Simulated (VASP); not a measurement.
```xyz
1
Lattice="0.0000 1.9711 2.0499 1.9711 0.0000 2.0499 1.9711 1.9711 0.0000" Properties=species:S:1:pos:R:3 pbc="T T T"
Pt     0.0000     0.0000     0.0000
```

Calculation: r2SCAN meta-GGA, VASP's PBE PAW potentials (set 64) (plane waves; VASP). Settings: 480 eV cut-off, 14×14×14 Γ-centred mesh, first-order Methfessel-Paxton smearing of 0.10 eV, potentials Pt.

Question: Give the stress tensor in GPa (positive for a compressed cell).

Answer: 
```
 -8.09    0.00    0.00
  0.00   -8.09    0.00
  0.00    0.00  -12.13
```
The pressure is its mean diagonal, -9.44 GPa.

The compound is Pt in the fcc structure. This cell was strained or had an atom moved on purpose.
